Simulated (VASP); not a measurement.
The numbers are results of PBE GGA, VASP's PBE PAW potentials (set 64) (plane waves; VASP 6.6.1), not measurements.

VASP input:

### INCAR
```
# general
SYSTEM   =  HfO2
PREC     =  Accurate
ENCUT    =  520
LREAL    =  .FALSE.
LASPH    =  .TRUE.   # aspherical one-centre terms

# electronic loop
EDIFF    =  1E-6
NELM     =  100   # most electronic steps
ALGO     =  Normal
LMAXMIX  =  6

# smearing
ISMEAR   =  0   # Gaussian
SIGMA    =  0.05   # width (eV)

# functional
GGA      =  PE   # PBE

# ions
ISIF     =  2

# output
LWAVE    =  .FALSE.
LCHARG   =  .FALSE.
```

File KPOINTS:
```
Automatic mesh
0
Gamma
6 6 6
0 0 0
```

POSCAR:
```
HfO2
1
    0.0000000000     2.5908000000     2.5908000000
    2.5908000000     0.0000000000     2.5908000000
    2.5908000000     2.5908000000     0.0000000000
Hf O
1 2
Direct
  0.0000000000   0.0000000000   0.0000000000
  0.2500000000   0.2500000000   0.2500000000
  0.7500000000   0.7500000000   0.7500000000
```

POTCAR, in this order: Hf_pv O (PBE.64 set). Program: vasp_std.

Unless said otherwise, spin-orbit coupling is left out, though it shifts the bands of the heavy elements here.

**Question.** Predict the energy per atom (σ→0), pressure, band gap (on the k-mesh).

**Answer.** 
- energy per atom (σ→0) = -10.050 eV/atom
- band gap (on the k-mesh) = 3.62 eV
- pressure = -14.06 GPa

### OSZICAR
```
...
DAV:   7    -0.302000172114E+02    0.12790E+00   -0.89512E-01   578   0.862E+00    0.275E+01
DAV:   8    -0.301667934481E+02    0.33224E-01   -0.33756E-01   578   0.585E+00    0.623E+00
DAV:   9    -0.301511727514E+02    0.15621E-01   -0.56107E-02   606   0.219E+00    0.166E+00
DAV:  10    -0.301513447409E+02   -0.17199E-03   -0.50223E-03   603   0.546E-01    0.329E-01
DAV:  11    -0.301513114302E+02    0.33311E-04   -0.31265E-04   571   0.143E-01    0.223E-01
DAV:  12    -0.301513281796E+02   -0.16749E-04   -0.59684E-05   634   0.578E-02    0.589E-02
DAV:  13    -0.301513290282E+02   -0.84865E-06   -0.26652E-06   612   0.119E-02
   1 F= -.30151329E+02 E0= -.30151329E+02  d E =-.101894E-10
```

The compound is HfO2 in the fluorite structure, the high-temperature cubic form, which is unstable at 0 K; the monoclinic form is the stable one. The cell was not relaxed at this level.
